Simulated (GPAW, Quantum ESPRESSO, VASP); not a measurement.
**In3As: programs and potentials compared**

```
In As
1.0
     4.67168    0.00000    0.00000
     0.00000    4.67168    0.00000
     0.00000    0.00000    4.67168
In As
3 1
Cartesian
  2.3358 2.3358 0.0000
  2.3358 0.0000 2.3358
  0.0000 2.3358 2.3358
  0.0000 0.0000 0.0000
```

The cell comes from a database or a generator and needn't be the stable form of this composition.

Alike in all runs: task equation of state; functional PBE; k mesh 6 × 6 × 6; occupations fermi-dirac, width 0.05 eV; no spin polarisation; no spin-orbit coupling.

```csv
program and potentials,plane-wave cutoff (eV),notes,equilibrium volume (Å³/atom),bulk modulus (GPa)
"VASP, PBE PAW files As, In_d, 520 eV",520,-,25.88,40.4
"GPAW, GPAW PAW data sets (gpaw-data 1.2.1)",600,-,25.71,40.8
"Quantum ESPRESSO, SSSP 1.3 efficiency PBE",748,-,25.85,40.4
```

The equilibrium volume spans 25.71 (GPAW, GPAW PAW data sets (gpaw-data 1.2.1)) to 25.88 Å³/atom (VASP, PBE PAW files As, In_d, 520 eV). The bulk modulus spans 40.4 (VASP, PBE PAW files As, In_d, 520 eV) to 40.8 GPa (GPAW, GPAW PAW data sets (gpaw-data 1.2.1)). For a metal such a mesh isn't converged, which the comparison doesn't need.

Differences between rows come from potentials, basis sets and numerical settings, since the functional is the same but for its coding. Runs on potential files found faulty are left out.
